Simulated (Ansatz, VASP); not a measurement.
# InGaAs2: VASP beside Ansatz

One calculation is typed for both programs; each brings its own data sets. How far apart do they land? The cell is generated by rule, not measured, and may not be a known phase. The cell is taken from a series of runs on this material, whose earlier steps may have relaxed, scaled, displaced or heated it; both programs get it as it stands.

Method: plane waves, with VASP 6.6.1 beside it; single point at LDA, in Ansatz 0.2.0.

The structure was built from a prototype and need not be the compound's stable phase.

### Step 1. The starting structure

It takes space group P-4m2 (No. 115, tetragonal). The conventional cell has a = 4.108 Å, b = 4.108 Å, c = 5.834 Å, α = 90.00°, β = 90.00°, γ = 90.00°. In has 4 As at 2.59 Å nearest. Nearest to As lie 2 Ga at 2.45 Å and 2 In at 2.59 Å. Nearest to Ga lie 4 As at 2.45 Å. It derives from InAs. Farther neighbours are not listed.

Coordinates:

```cif
data_structure
_symmetry_space_group_name_H-M 'P 1'
_symmetry_Int_Tables_number 1
_cell_length_a 4.1080
_cell_length_b 4.1084
_cell_length_c 5.8337
_cell_angle_alpha 90.000
_cell_angle_beta 90.000
_cell_angle_gamma 90.000
_cell_volume 98.46
loop_
_atom_site_label
_atom_site_type_symbol
_atom_site_fract_x
_atom_site_fract_y
_atom_site_fract_z
_atom_site_occupancy
In1 In 0.00000 0.00000 0.13316 1
As2 As 0.50000 0.00000 0.40312 1
As3 As 0.00000 0.50000 0.86320 1
Ga4 Ga 0.50000 0.50000 0.63316 1
```

### Step 2. Ansatz: single point, LDA, pair 1

Ansatz runs on its PAW soft_1 files.

With cell and atoms fixed, the geometry can't cause a difference; cores, projectors, grids and the points listed under the comparison can.

The input, input.yaml:

```yaml
crystal:
  lattice:
    - [4.1080473271, 0.0, 0.0]
    - [0.0, 4.1084303829, 0.0]
    - [0.0, 0.0, 5.8337101609]
  atoms:
    - { symbol: In, position: [0.0, 0.0, 0.1331578876] }
    - { symbol: As, position: [0.5, 0.0, 0.4031314709] }
    - { symbol: Ga, position: [0.5, 0.5, 0.6331652692] }
    - { symbol: As, position: [0.0, 0.5, 0.8632144354] }
kpoints:
  mp_grid: { grid: [6, 6, 4] }
  band_path:
    path:
      - [[0.0, 0.0, 0.0], [0.5, 0.0, 0.0], [0.5, 0.5, 0.0], [0.0, 0.5, 0.0], [0.0, 0.0, 0.0], [0.0, 0.0, 0.5], [0.5, 0.0, 0.5], [0.5, 0.5, 0.5], [0.0, 0.5, 0.5], [0.0, 0.0, 0.5]]
      - [[0.5, 0.0, 0.0], [0.5, 0.0, 0.5]]
      - [[0.0, 0.5, 0.0], [0.0, 0.5, 0.5]]
      - [[0.5, 0.5, 0.0], [0.5, 0.5, 0.5]]
    npoints: 10
hamiltonian:
  xc: lda
  pseudopotentials: { kind: paw, azcp: { folder: soft_1 }, xc_functional: pbe }
scf:
  occupations: { method: fermi_dirac, width: 0.02 }
  n_extra_bands: 5
output:
  eigenvalues: true
  forces: true
  stress: true
```

Command:

```sh
$ ansatz run input.yaml --threads 32 --pin off --max-ram 82944MiB --backend cuda --events-out ev --progress --plain --runs-dir out --devices 1 --max-vram 78GiB
```

Numbers of over 12 decimals in the logs are rounded to 6 here.

The program printed:

```text
scf.n_extra_bands = 5 over 28 filled bands (N_el = 56.0): the run solves 33 bands
GPUs: using 1 of 1 available (devices: 1).
Engine: ansatz 0.2.0, aarch64-unknown-linux-gnu
Pseudopotentials: kind: paw
Pseudopotential: In, paw, valence charge 13, recommended cutoff 420 eV (normal), soft_1/In.paw.azcp
Pseudopotential: As, paw, valence charge 15, recommended cutoff 420 eV (normal), soft_1/As.paw.azcp
Pseudopotential: Ga, paw, valence charge 13, recommended cutoff 420 eV (normal), soft_1/Ga.paw.azcp
Functional definition: SPW92
  exchange = slater_x
  correlation = pw_c
device memory: the entry about to start is reckoned to put 2.5 GiB on a device that reports 146.3 GiB free (of which the cap on the GPU budget leaves the run 78.0 GiB)
GPU FFT provider: cuFFT
GPU libraries: cuBLAS 13.8.1, cuFFT 12.4.0, cuSOLVER 12.3.2
GPU matrix products: emulated (plane waves: as basis.precision tells), large ones in fixed point in workspaces of 1.00 GiB
Crystal: 4 atoms, lattice volume = 98.459 Å³
Basis set: ecut = 420 eV, 1923 PW (Γ)
Bands: 33, of which v1, the nominal top of the filled ones, is band 28 counted from 1 (27 counted from 0)
Symmetry: 4 space group operations
Space group: Pmm2 (ITA 25), of the structure as read, at distance tolerance 4.6e-5 Å
k-points: 48 of 144 (time reversal used)
Non-local potential: In, projectors of the file, l = 0: 2, l = 1: 2, l = 2: 2, l = 3: 1
Non-local potential: As, projectors of the file, l = 0: 2, l = 1: 2, l = 2: 3, l = 3: 1
Non-local potential: Ga, projectors of the file, l = 0: 2, l = 1: 2, l = 2: 3, l = 3: 1
PAW form: soft (Blöchl's): semilocal exchange-correlation on the pseudo side does not see the compensation charge
PAW frozen core: In, regenerated for the run's functional, and the local potential with it (the file was generated under x = pbe(κ = 0.804, μ = 0.219515), c = pbe(β = 0.066725))
PAW frozen core: As, regenerated for the run's functional, and the local potential with it (the file was generated under x = pbe(κ = 0.804, μ = 0.219515), c = pbe(β = 0.066725))
PAW frozen core: Ga, regenerated for the run's functional, and the local potential with it (the file was generated under x = pbe(κ = 0.804, μ = 0.219515), c = pbe(β = 0.066725))
PAW one-centre angular grid: In, 590 points (default); XC on 64 Gauss nodes
PAW one-centre angular grid: As, 590 points (default); XC on 64 Gauss nodes
PAW one-centre angular grid: Ga, 590 points (default); XC on 64 Gauss nodes
Initial density: superposition of atomic densities (chi_scale 0.1, normalization cell, long waves kept (reshape's long-wave potential 0.01 eV rms))
Initial wavefunctions: pseudopotential atomic-orbital guess
GPU buffer pool allocated for 36000 grid points (all kernels)
GPU transforms: local potential and band sums: pruned to the plane-wave sphere, on 27×27×40
Functional: x = slater, c = lda
SCF iter   1: F=—  HF=-18712.780814 eV  |F-HF|=—  |Δ(HF+E_count)|=         —  Δρ=3.47e-2  dr2=8.50e-1  ethr=3.10e-3  ⟨swp⟩=6.3  Hψ=6172  notcnv=0
preconditioner: auto → Resta (q_TF=auto, 2.483 Å⁻¹)  ε∞=3.5  [insulator: Δε(μ)=0.696 eV  Ē_g=14.114 eV  σ=0.020 eV  W_gap=0.57  n_scr=28 (ndim 8)  ℏωp=22.5 eV  f_vac=0.003  D(μ)=0.43/eV (n_scr^D=0)  ε∞_Penn≈3.5]
SCF iter   2: F=—  HF=-18712.604166 eV  |F-HF|=—  |Δ(HF+E_count)|=   1.77e-1  Δρ=1.95e-2  dr2=3.00e-1  ethr=1.52e-3  ⟨swp⟩=2.0  Hψ=2183  notcnv=0  defer=24
SCF iter   3: F=—  HF=-18712.511140 eV  |F-HF|=—  |Δ(HF+E_count)|=   9.30e-2  Δρ=2.04e-3  dr2=5.02e-3  ethr=5.35e-4  ⟨swp⟩=2.2  Hψ=2079  notcnv=0  defer=24
SCF iter   4: F=—  HF=-18712.511525 eV  |F-HF|=—  |Δ(HF+E_count)|=   3.85e-4  Δρ=1.52e-3  dr2=1.63e-3  ethr=8.96e-6  ⟨swp⟩=2.4  Hψ=3119  notcnv=0  defer=24
SCF iter   5: F=—  HF=-18712.510916 eV  |F-HF|=—  |Δ(HF+E_count)|=   6.09e-4  Δρ=3.49e-4  dr2=1.74e-4  ethr=2.90e-6  ⟨swp⟩=2.0  Hψ=2632  notcnv=0  defer=24
SCF iter   6: F=—  HF=-18712.510747 eV  |F-HF|=—  |Δ(HF+E_count)|=   1.69e-4  Δρ=1.11e-4  dr2=1.25e-5  ethr=3.11e-7  ⟨swp⟩=2.0  Hψ=2422  notcnv=0  defer=24
SCF iter   7: F=—  HF=-18712.511016 eV  |F-HF|=—  |Δ(HF+E_count)|=   2.69e-4  Δρ=4.34e-5  dr2=1.29e-6  ethr=2.24e-8  ⟨swp⟩=2.0  Hψ=2929  notcnv=0  defer=24
SCF iter   8: F=—  HF=-18712.511017 eV  |F-HF|=—  |Δ(HF+E_count)|=   4.76e-7  Δρ=1.81e-5  dr2=1.74e-7  ethr=2.30e-9  ⟨swp⟩=2.0  Hψ=2905  notcnv=0  defer=24
SCF iter   9: F=-18712.511017 eV  HF=-18712.511017 eV  |F-HF|=6.47e-9  |Δ(HF+E_count)|=   1.50e-7  Δρ=3.10e-6  dr2=8.88e-9  ethr=1.79e-10  ⟨swp⟩=7.1  Hψ=7008  notcnv=0
SCF 1 converged in 9 iterations: F = -18712.511017 eV  dr2 = 8.88e-9
  greatest PAW one-centre occupation: 0.999 electrons in one spin orbital (limit 2), on the As atom at site 1 (counted from 0), in its partial waves of l = 2
device memory: the entry about to start is reckoned to put 4.7 GiB on a device that reports 146.3 GiB free (of which the cap on the GPU budget leaves the run 78.0 GiB)
NSCF: frozen V_eff on 124 k-points, pencils in batches of 32, up to order 148
SCF converged after 9 iterations
Free energy (F): -18712.511017 eV
Harris-Foulkes:  -18712.511017 eV  (|F-HF|=6.47e-9)
Internal energy: -18712.510602 eV  (E = F + TS)
E sigma→0 (E₀):  -18712.510810 eV
Entropy (-TS):   -0.000414 eV (-0.104 meV/atom)
Fermi energy:    7.792466 eV
--- Per-component energies (eV) ---
  E_band       = -645.833355
  E_kinetic    = 529.992619
  E_local      = -7141.859756  (includes V_loc(G=0)·N_el)
  E_nonlocal   = -540.781183
  E_hartree    = 3863.747488
  E_xc         = -346.217964
  E_vxc        = -295.852253  (∫ρ·V_xc dr)
  E_paw        = -9849.249798  (= ΣΔE_a)
  E_vpaw       = -924.830363  (= ΣTr[D̂ρ^β])
  E_aug_tail   = -0.000137  (compensation charges beyond the density's cutoff)
  E_ewald      = -5234.305346
  E_core_change = 6.163474  (= ΣΔE_core)
  E_smearing   = -0.000414  (= −TS)
  E_closure    = 0.000000  (closes the sum)
  Σ components = -18712.511017   (vs F -18712.511017, Δ=0.00e0)
--- Forces (eV/Å), atoms counted from 1 ---
  atom   1  In    -0.00000000     0.00000000    -0.00010861
  atom   2  As    -0.00000000    -0.00000000     0.00028456
  atom   3  Ga    -0.00000000     0.00000000    -0.00044026
  atom   4  As    -0.00000000     0.00000000     0.00026329
  max |Σ_I F_I| component: 1.02e-6 eV/Å
--- Stress (GPa, compression-positive) ---
       -0.008121       0.000000       0.000000
        0.000000      -0.016882       0.000000
        0.000000       0.000000       0.004512
  P = ⅓ Tr σ = -0.0068 GPa (-0.068 kbar)
--- Band table (eV; the first three rows and the last of 48) ---
  k-point 0: bands = [... 24 lower, 5.1297, 7.6051, 7.6422, 7.7915, 7.7921, 9.2106, 9.5272, 11.5483, ... 1 higher]
  k-point 1: bands = [... 24 lower, 5.3620, 5.6403, 7.2025, 7.2033, 9.2159, 9.3416, 10.2009, 10.9474, ... 1 higher]
  k-point 2: bands = [... 24 lower, 5.7975, 5.7982, 6.4912, 6.4922, 9.5922, 9.6583, 10.5430, 11.0996, ... 1 higher]
  k-point 47: bands = [... 24 lower, 4.3506, 4.4773, 4.5493, 4.5493, 12.0926, 12.1656, 12.1739, 12.1741, ... 1 higher]
```

### Step 3. VASP: single point, LDA, pair 1

The same cell, functional (in two slightly different forms), mesh and smearing now go to VASP, with its own data sets.

Lines of VASP's logs that name or quote its potential files are left out, and so is its time.

The input, INCAR:

```
SYSTEM = InGaAs2
PREC = Accurate
ENCUT = 500
EDIFF = 1E-06
NELM = 120
ISMEAR = -1
SIGMA = 0.02
LREAL = .FALSE.
ALGO = Normal
GGA = PW92
NBANDS = 24
LORBIT = 11
LWAVE = .FALSE.
LCHARG = .FALSE.
ISIF = 2
LASPH = .TRUE.
GGA_COMPAT = .FALSE.
KPAR = 2
```

The input, POSCAR:

```
InGaAs2
1.0
    4.1080473271      0.0000000000      0.0000000000
    0.0000000000      4.1084303829      0.0000000000
    0.0000000000      0.0000000000      5.8337101609
In As Ga
1 2 1
Direct
    0.0000000000      0.0000000000      0.1331578876
    0.5000000000      0.0000000000      0.4031164053
    0.0000000000      0.5000000000      0.8631993698
    0.5000000000      0.5000000000      0.6331578876
```

The input, KPOINTS:

```
Automatic mesh
0
Gamma
6 6 4
0 0 0
```

PAW data sets: In_d, As and Ga_d (LDA family, release 64).

Command:

```sh
$ mpirun -np 2 vasp_std
```

The program printed:

```text
[banner, memory and clock lines left out]
running    2 mpi-ranks, on    1 nodes
 distrk:  each k-point on    1 cores,    2 groups
 distr:  one band on    1 cores,    1 groups

 POSCAR found type information on POSCAR InAsGa
 POSCAR found :  3 types and       4 ions
|                                                                             |
|               ----> ADVICE to this user running VASP <----                  |
|                                                                             |
|     You enforced a specific xc type in the INCAR file but a different       |
|     [... a line on the potential file left out ...]
|     I HOPE YOU KNOW WHAT YOU ARE DOING!                                     |
|                                                                             |

 LDA part: xc-table for (Slater(with rela. corr.)+PW92), standard interpolation
 POSCAR, INCAR and KPOINTS ok, starting setup
 FFT: planning ... GRIDC
 FFT: planning ... GRID_SOFT
 FFT: planning ... GRID
 WAVECAR not read
 entering main loop
       N       E                     dE             d eps       ncg     rms          rms(c)
DAV:   1     0.267041845088E+03    0.26704E+03   -0.16206E+04  2304   0.191E+03
DAV:   2     0.961092784979E+01   -0.25743E+03   -0.25065E+03  2496   0.436E+02
DAV:   3    -0.182006571019E+02   -0.27812E+02   -0.27422E+02  2864   0.135E+02
DAV:   4    -0.190908671483E+02   -0.89021E+00   -0.88948E+00  2656   0.267E+01
DAV:   5    -0.191217173862E+02   -0.30850E-01   -0.30847E-01  3176   0.461E+00    0.596E+00
DAV:   6    -0.186453766092E+02    0.47634E+00   -0.79756E-01  3208   0.128E+01    0.329E+00
DAV:   7    -0.185684539349E+02    0.76923E-01   -0.35665E-01  3544   0.399E+00    0.767E-01
DAV:   8    -0.185620819865E+02    0.63719E-02   -0.40814E-02  2896   0.248E+00    0.440E-01
DAV:   9    -0.185614948787E+02    0.58711E-03   -0.32615E-03  3192   0.806E-01    0.192E-01
DAV:  10    -0.185615567693E+02   -0.61891E-04   -0.39281E-04  3528   0.169E-01    0.853E-02
DAV:  11    -0.185615550760E+02    0.16933E-05   -0.13877E-04  3352   0.193E-01    0.543E-02
DAV:  12    -0.185615510700E+02    0.40060E-05   -0.15878E-05  2984   0.445E-02    0.104E-02
DAV:  13    -0.185615512593E+02   -0.18928E-06   -0.22660E-06  2208   0.874E-03
   1 F= -.18561551E+02 E0= -.18561341E+02  d E =-.420026E-03
```

OUTCAR, selected parts (step 3):

```text
ion  position               nearest neighbor table
   1  0.000  0.000  0.133-   2 2.59   2 2.59   3 2.59   3 2.59
   2  0.500  0.000  0.403-   4 2.45   4 2.45   1 2.59   1 2.59
   3  0.000  0.500  0.863-   4 2.45   4 2.45   1 2.59   1 2.59
   4  0.500  0.500  0.633-   3 2.45   3 2.45   2 2.45   2 2.45

  LATTYP: Found a simple orthorhombic cell.
 ALAT       =     4.1080473271
 B/A-ratio  =     1.0000932452
 C/A-ratio  =     1.4200688786

 Subroutine GETGRP returns: Found  4 space group operations
 (whereof  4 operations were pure point group operations)

The static configuration has the point symmetry C_2v.

 Found     48 irreducible k-points:

   k-points           NKPTS =     48   k-points in BZ     NKDIM =     48   number of bands    NBANDS=     24

   dimension x,y,z NGX =    30 NGY =   30 NGZ =   48
   dimension x,y,z NGXF=    60 NGYF=   60 NGZF=   96

   ENCUT  =  500.0 eV  36.75 Ry    6.06 a.u.   7.49  7.49 10.64*2*pi/ulx,y,z

   NELECT =      36.0000    total number of electrons

 k-points in reciprocal lattice and weights: Automatic mesh
   0.00000000  0.00000000  0.00000000       0.007
   0.16666667  0.00000000  0.00000000       0.014
   0.33333333  0.00000000  0.00000000       0.014
   0.50000000  0.00000000  0.00000000       0.007
   0.00000000  0.16666667  0.00000000       0.014
   0.16666667  0.16666667  0.00000000       0.028
   0.33333333  0.16666667  0.00000000       0.028
   0.50000000  0.16666667  0.00000000       0.014
   0.00000000  0.33333333  0.00000000       0.014
[...]
0.33333333  0.50000000  0.50000000       0.014
   0.50000000  0.50000000  0.50000000       0.007

 average (electrostatic) potential at core
       1 -96.1635       2 -53.2386       3 -53.2386       4 -67.1003

 E-fermi :   4.3537

 k-point     1 :       0.0000    0.0000    0.0000
  band No.  band energies     occupation
    ...
     15       1.6856      2.00000
     16       4.1660      1.99983
     17       4.2435      1.99191
     18       4.3528      1.02265
     19       4.3531      1.01568
     20       5.7650      0.00000
     21       6.0884      0.00000
     22       8.0968      0.00000
     23       8.0981      0.00000
     24       8.1145      0.00000

 k-point     2 :       0.1667    0.0000    0.0000
  band No.  band energies     occupation
    ...
     14       0.9274      2.00000
     15       1.8654      2.00000
     16       2.2871      2.00000
     17       3.6608      2.00000
     18       4.2420      1.99253
     19       5.5969      0.00000
     20       6.2009      0.00000
     21       7.3238      0.00000
     22       8.1049      0.00000
     23       8.2956      0.00000
    ...

 k-point     3 :       0.3333    0.0000    0.0000
  band No.  band energies     occupation
    ...
     14       0.2568      2.00000
     15       0.5977      2.00000
     16       2.3518      2.00000
     17       2.3544      2.00000
     18       3.8665      2.00000
     19       6.0766      0.00000
     20       7.0077      0.00000
     21       8.5678      0.00000
     22       8.8754      0.00000
     23       9.4369      0.00000
    ...

  Total        0.1183556      0.1105252      0.1258018      0.0000000      0.0000000      0.0000000
  in kB        1.9259419      1.7985219      2.0471109      0.0000000      0.0000000      0.0000000
  external PRESSURE =       1.9238582 kB  Pullay stress =       0.0000000 kB

  energy-cutoff  :      500.00
  volume of cell :       98.46
      direct lattice vectors                 reciprocal lattice vectors
     4.108047327  0.000000000  0.000000000     0.243424654  0.000000000  0.000000000
     0.000000000  4.108430383  0.000000000     0.000000000  0.243401958  0.000000000
     0.000000000  0.000000000  5.833710161     0.000000000  0.000000000  0.171417498

 POSITION                                       TOTAL-FORCE (eV/Angst)
 -----------------------------------------------------------------------------------
      0.00000      0.00000      0.77680         0.000000      0.000000     -0.001297
      2.05402      0.00000      2.35166         0.000000      0.000000     -0.001553
      0.00000      2.05422      5.03565         0.000000      0.000000      0.003787
      2.05402      2.05422      3.69366         0.000000      0.000000     -0.000936
 -----------------------------------------------------------------------------------
    total drift:                                0.000000     -0.000000     -0.001421

  FREE ENERGIE OF THE ION-ELECTRON SYSTEM (eV)
  ---------------------------------------------------
  free  energy   TOTEN  =       -18.5615512593 eV

  energy  without entropy=      -18.5611312328  energy(sigma->0) =      -18.56134125

 total charge
# of ion       s       p       d       tot
------------------------------------------
    1        0.867   0.792   9.888  11.546
    2        1.224   1.588   0.027   2.840
    3        1.224   1.588   0.027   2.840
    4        0.896   0.783   9.995  11.674
--------------------------------------------------
tot          4.211   4.751  19.937  28.899

[... 3 further parts left out ...]
```

The run ends at a pressure of 0.19 GPa, with forces up to 0.0038 eV/Å.

### Step 4. Side by side

Known differences besides the potentials themselves: the data sets hold 56 valence electrons in Ansatz (on its PAW soft_1 files) and 36 in VASP; the cutoff is 420 eV in Ansatz and 500 eV in VASP; VASP's log shows a relativistic correction to its local exchange, Ansatz's none. Total energies have different zeros and are not compared.

Both answers:

| quantity | Ansatz | VASP | difference |
| --- | --- | --- | --- |
| pressure (GPa) | -0.01 | 0.19 | -0.20 |

At this near-relaxed geometry the largest component of a force difference is 4 meV/Å.

[end of part 1 of 2]

[Lines on the potential files, build, host, timing and source positions are cut from VASP's logs without a mark.]

[Logs are printed without paths, hosts, clocks, repeated set-up lines and the standing remarks that a program may print on its own settings, such as how far it seeks lower states.]

[Hosts, paths, dates, database ids (printed as entryN), source tags and the programs' standing remarks are cut or masked in the printed files.]
